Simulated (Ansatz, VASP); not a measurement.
## One calculation of ReBi, two programs

```
Re Bi
1.0
     0.00000    2.79491    2.79491
     2.79491    0.00000    2.79491
     2.79491    2.79491    0.00000
Re Bi
1 1
Direct
  0.50000 0.50000 0.50000
  0.00000 0.00000 0.00000
```

Alike in both runs: task single point; functional r2SCAN; k mesh 10 × 10 × 10; occupations gaussian, width 0.05 eV; no spin polarisation.

|  | VASP | Ansatz |
| --- | --- | --- |
| version | VASP 6.6.1 | Ansatz 0.2.0 |
| potentials or method | VASP PAW PBE potentials, release 64 (Re, Bi_d) | scalar-relativistic, plane waves, PAW |
| plane-wave cutoff (eV) | 520 | 500 |
| valence electrons in the cell | 22 | 30 |

|  | VASP | Ansatz | Ansatz less VASP |
| --- | --- | --- | --- |
| pressure (GPa) | 0.3 | 0.0 | -0.30 |

The functional is the same, so the differences come from potentials, cutoffs and numerics. The two sets of potentials don't hold the same shells in valence.

Caveats: the PAW data sets were made with another functional, which shifts forces and pressure a little (VASP).
